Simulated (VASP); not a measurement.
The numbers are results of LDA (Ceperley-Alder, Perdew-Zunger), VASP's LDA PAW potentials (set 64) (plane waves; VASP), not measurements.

A VASP calculation is set up with these files.

File POSCAR:
```
Mg
1
    1.4750651150    -2.5548881618     0.0000000000
    1.4750651150     2.5548881618     0.0000000000
    0.0000000000     0.0000000000     4.7844170452
Mg
2
Direct
  0.3333330000   0.6666670000   0.2500000000
  0.6666670000   0.3333330000   0.7500000000
```

**KPOINTS**
```
Automatic
0
Gamma
 14 14 8
```

**INCAR**
```
ENCUT  =  500   ! plane-wave cut-off (eV)
EDIFFG  =  -0.02
PREC  =  Accurate
SYSTEM  =  Mg
ISMEAR  =  1   ! Methfessel-Paxton
LCHARG  =  .False.
LREAL  =  .False.   ! projection in real space or not
IBRION  =  2   ! conjugate gradients
NELM  =  100
SIGMA  =  0.1   ! width (eV)
LWAVE  =  .False.
PSTRESS  =  200
ALGO  =  Normal
LASPH  =  .True.
EDIFF  =  1E-6   ! SCF stop (eV)
NSW  =  40   ! most ionic steps
ISIF  =  3   ! ions, shape and volume
```

POTCAR, in this order: Mg (LDA.64 set). Program: vasp_std.

What VASP printed:

File OSZICAR:
```
       N       E                     dE             d eps       ncg     rms          rms(c)
DAV:   1    -0.179794274866E+00   -0.17979E+00   -0.13993E+03  1440   0.478E+02
DAV:   2    -0.344885662444E+01   -0.32691E+01   -0.30487E+01  1968   0.317E+01
DAV:   3    -0.346994205073E+01   -0.21085E-01   -0.21070E-01  2004   0.330E+00
DAV:   4    -0.346999681665E+01   -0.54766E-04   -0.54767E-04  2004   0.141E-01
DAV:   5    -0.346999697894E+01   -0.16229E-06   -0.16199E-06  1956   0.591E-03    0.930E-01
DAV:   6    -0.345361875792E+01    0.16378E-01   -0.21915E-04  1782   0.124E-01    0.591E-01
DAV:   7    -0.344201882415E+01    0.11600E-01   -0.75501E-04  1650   0.227E-01    0.269E-02
DAV:   8    -0.344198072372E+01    0.38100E-04   -0.18068E-05  2208   0.327E-02    0.619E-03
DAV:   9    -0.344197919161E+01    0.15321E-05   -0.11764E-06  1566   0.869E-03    0.626E-04
DAV:  10    -0.344197908755E+01    0.10406E-06   -0.19405E-08  1056   0.116E-03
   1 F= 0.10595652E+01 E0= 0.10595741E+01  d E =0.105957E+01
       N       E                     dE             d eps       ncg     rms          rms(c)
DAV:   1    -0.283492106247E+01    0.60706E+00   -0.96975E-01  1644   0.747E+00    0.318E-01
DAV:   2    -0.283126006894E+01    0.36610E-02   -0.28359E-03  1734   0.483E-01    0.198E-01
DAV:   3    -0.282891714486E+01    0.23429E-02   -0.44066E-04  1842   0.144E-01    0.117E-02
DAV:   4    -0.282890648816E+01    0.10657E-04   -0.55547E-06  1764   0.197E-02    0.544E-03
DAV:   5    -0.282890186537E+01    0.46228E-05   -0.17294E-06  1560   0.113E-02    0.211E-04
DAV:   6    -0.282890184295E+01    0.22418E-07   -0.83553E-09   846   0.732E-04
   2 F= 0.97934988E+00 E0= 0.97925974E+00  d E =-.802153E-01
       N       E                     dE             d eps       ncg     rms          rms(c)
DAV:   1    -0.311096348925E+01   -0.28206E+00   -0.11417E-01  1632   0.250E+00    0.109E-01
DAV:   2    -0.311043631087E+01    0.52718E-03   -0.36156E-04  1704   0.172E-01    0.681E-02
DAV:   3    -0.311011072647E+01    0.32558E-03   -0.65324E-05  1788   0.574E-02    0.425E-03
DAV:   4    -0.311010877345E+01    0.19530E-05   -0.80858E-07  1482   0.742E-03    0.194E-03
DAV:   5    -0.311010801466E+01    0.75879E-06   -0.25362E-07   762   0.440E-03
   3 F= 0.93716644E+00 E0= 0.93716332E+00  d E =-.122399E+00
```

File OUTCAR:
```
------------------------ aborting loop because EDIFF is reached ----------------------------------------
  FORCE on cell =-STRESS in cart. coord.  units (eV):
  Direction    XX          YY          ZZ          XY          YZ          ZX
  --------------------------------------------------------------------------------------
  Total        4.0416383      4.0416398      4.0378800      0.0000000     -0.0000000     -0.0000000
  in kB      199.7214854    199.7215589    199.5357638      0.0000000     -0.0000000     -0.0000000
  external PRESSURE =      -0.3403973 kB  Pullay stress =     200.0000000 kB
  volume of cell :       32.42
      direct lattice vectors                 reciprocal lattice vectors
     1.423868173 -2.466212472  0.000000000     0.351156104 -0.202740034  0.000000000
     1.423868173  2.466212472 -0.000000000     0.351156104  0.202740034  0.000000000
     0.000000000  0.000000000  4.616501430     0.000000000  0.000000000  0.216614251
 POSITION                                       TOTAL-FORCE (eV/Angst)
 -----------------------------------------------------------------------------------
      1.42387      0.82207      1.15413        -0.000000     -0.000000      0.000000
      1.42387     -0.82207      3.46238         0.000000      0.000000      0.000000
 -----------------------------------------------------------------------------------
    total drift:                                0.000001     -0.000008      0.000001
  FREE ENERGIE OF THE ION-ELECTRON SYSTEM (eV)
  ---------------------------------------------------
  free  energy   TOTEN  =        -3.1101080147 eV

  energy  without entropy=       -3.1101173827  energy(sigma->0) =       -3.11011114
  enthalpy is  TOTEN    =         0.9371664378 eV   P V=        4.0472744525

 reached required accuracy - stopping structural energy minimisation
```
(Selected blocks of OUTCAR.)

File CONTCAR:
```
Mg
   1.00000000000000
     1.4238681728152895   -2.4662124722535501    0.0000000000000000
     1.4238681728152895    2.4662124722535501   -0.0000000000000000
     0.0000000000000000    0.0000000000000000    4.6165014300383742
  Mg
     2
Direct
     0.3333330000000032    0.6666669999999968    0.2500000000000000
     0.6666669999999968    0.3333330000000032    0.7500000000000000
```

Energy and stress use the plane-wave basis of the starting cell.

The compound is Mg in the hcp structure. This run relaxes it under an external pressure of 20 GPa. Symmetry was kept, so distortions that lower it aren't found.
